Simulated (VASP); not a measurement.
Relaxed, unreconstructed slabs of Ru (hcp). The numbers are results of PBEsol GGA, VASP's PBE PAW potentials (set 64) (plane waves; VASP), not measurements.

Slab and bulk use different k-meshes, so the surface energy is good to a few per cent at best.

Task: Order the faces (100) [8 atoms], (001) [6 atoms] by surface energy, lowest first.

Result: (001) [6 atoms] (2.96 J/m²), (100) [8 atoms] (3.43 J/m²)

Task: And what are their work functions?

Result: (100) [8 atoms] 4.86 eV, (001) [6 atoms] 5.23 eV.

Runs of the series that failed, ran out of time, didn't relax or are held back are left out, and each face is given by its thickest slab.

The cell is a thin slab with vacuum, built from Ru (hcp).
